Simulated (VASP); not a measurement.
OSZICAR of a VASP run on C₃₆Si₃₆:

OSZICAR:
```
       N       E                     dE             d eps       ncg     rms          rms(c)
DAV:   1    -0.620866506471E+03   -0.62087E+03   -0.11260E+01   362   0.785E+00    0.158E+01
DAV:   2    -0.620941683298E+03   -0.75177E-01   -0.28962E-01   391   0.115E+00    0.115E+01
DAV:   3    -0.620923802991E+03    0.17880E-01   -0.12133E-02   412   0.238E-01    0.672E+00
DAV:   4    -0.620917320058E+03    0.64829E-02   -0.34620E-03   388   0.114E-01    0.387E+00
DAV:   5    -0.620915288902E+03    0.20312E-02   -0.10436E-03   391   0.645E-02    0.221E+00
DAV:   6    -0.620914635077E+03    0.65382E-03   -0.25900E-04   399   0.357E-02    0.125E+00
DAV:   7    -0.620914419938E+03    0.21514E-03   -0.76434E-05   383   0.214E-02    0.713E-01
DAV:   8    -0.620914354852E+03    0.65085E-04   -0.21397E-05   215   0.124E-02    0.413E-01
DAV:   9    -0.620914335503E+03    0.19349E-04   -0.10258E-05   207   0.911E-03    0.233E-01
DAV:  10    -0.620914330917E+03    0.45866E-05   -0.26980E-06   207   0.464E-03
   1 F= -.62091433E+03 E0= -.62091433E+03  d E =-.247703E-11
```

### Question
Which electronic solver shows in the log?

### Answer
It is blocked Davidson (ALGO = Normal, or the opening steps of other solvers). The INCAR had ALGO = Normal.

### Question
Can the final energy be trusted as converged?

### Answer
Self-consistency was reached. It stopped with EDIFF = 1E-5, NELM = 50 (HSE06 screened hybrid, plane waves, VASP's PBE PAW potentials (set 64)).  The supercell is sampled at Γ alone, which is coarse: total energies, pressure and levels can be off, energies of defects by several tenths of an eV.

The cell is a supercell, built from SiC (4h). The cell's shape comes from a PBE relaxation.
